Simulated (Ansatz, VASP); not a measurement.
**Two plane-wave programs on InSbTe3**

INCAR

```
SYSTEM = InSbTe3
PREC     = Accurate       ! precision mode
ENCUT    = 600            ! plane-wave cutoff, eV
EDIFF    = 1E-6           ! SCF threshold, eV
ISMEAR   = 0              ! smearing method
SIGMA    = 0.1            ! smearing width, eV
LREAL    = .False.        ! projectors in reciprocal space
LASPH    = .True.         ! aspherical terms in the spheres
NELM     = 100            ! most SCF steps
ALGO     = Normal         ! electronic algorithm
ISIF     = 3              ! what is computed and relaxed
LWAVE    = .False.        ! write WAVECAR
LCHARG   = .False.        ! write CHGCAR
GGA      = PE             ! functional
IBRION   = 2              ! ionic algorithm
NSW      = 100            ! ionic steps
EDIFFG   = -0.01          ! ionic threshold
```

File KPOINTS:

```
Automatic mesh
0
Gamma
  8 8 8
  0 0 0
```

The input POSCAR:

```
InSbTe3
1.0
    5.5365298400      0.0000000000      0.0000000000
    0.0000000000      5.5365298400      0.0000000000
    0.0000000000      0.0000000000      5.5365298400
In Sb Te
1 1 3
Direct
    0.5000000000      0.5000000000      0.5000000000
    0.0000000000      0.0000000000      0.0000000000
    0.0000000000      0.5000000000      0.5000000000
    0.5000000000      0.5000000000      0.0000000000
    0.5000000000      0.0000000000      0.5000000000
```

Input for Ansatz:

```yaml
crystal:
  lattice:
    - [5.53652984, 0.0, 0.0]
    - [0.0, 5.53652984, 0.0]
    - [0.0, 0.0, 5.53652984]
  atoms:
    - { symbol: In, position: [0.5, 0.5, 0.5] }
    - { symbol: Sb, position: [0.0, 0.0, 0.0] }
    - { symbol: Te, position: [0.0, 0.5, 0.5] }
    - { symbol: Te, position: [0.5, 0.5, 0.0] }
    - { symbol: Te, position: [0.5, 0.0, 0.5] }
basis:
  ecutwfc: 420
kpoints:
  mp_grid: { grid: [8, 8, 8] }
hamiltonian:
  xc: pbe
scf:
  occupations: { method: gaussian, width: 0.1 }
output:
  forces: true
  stress: true
  eigenvalues: true
relax:
  adjacent_minimum: "off"
  f_tol: 0.01
  max_steps: 80
  cell: { stress_tol: 0.05 }
```

Change from the starting cell: species swapped into the ZrBRh3 type (Pm-3m, No. 221).

Alike in both runs: task relaxation of cell and atoms; functional PBE; k mesh 8 × 8 × 8; occupations gaussian, width 0.1 eV; no spin polarisation.

```csv
,VASP,Ansatz
version,VASP 6.6.1,Ansatz 0.2.0
potentials or method,"VASP PAW PBE potentials, release 64 (In_d, Sb, Te)","scalar-relativistic, plane waves, PAW"
plane-wave cutoff (eV),600,420
valence electrons in the cell,36,76
```

Ansatz gave:

| Property | Result |
| --- | --- |
| gap on the k mesh at the Fermi level, each at its own relaxed structure (eV) | none |
| relaxed volume (Å³/atom) | 35.53 |
| relaxed cell length with the largest relative difference (Å) | 5.621 |
| energy change over the relaxation (meV/atom) | -9 |

Question: What did VASP give for the same quantities?

Answer: gap on the k mesh at the Fermi level, each at its own relaxed structure (eV): none; relaxed volume (Å³/atom): 35.51; relaxed cell length with the largest relative difference (Å): 5.620; energy change over the relaxation (meV/atom): -8.

A gap of «none» marks a metal or a gap that the smearing closes. The two sets of potentials don't hold the same shells in valence.

Spin-orbit coupling is left out, which matters for the levels of Sb, Te.
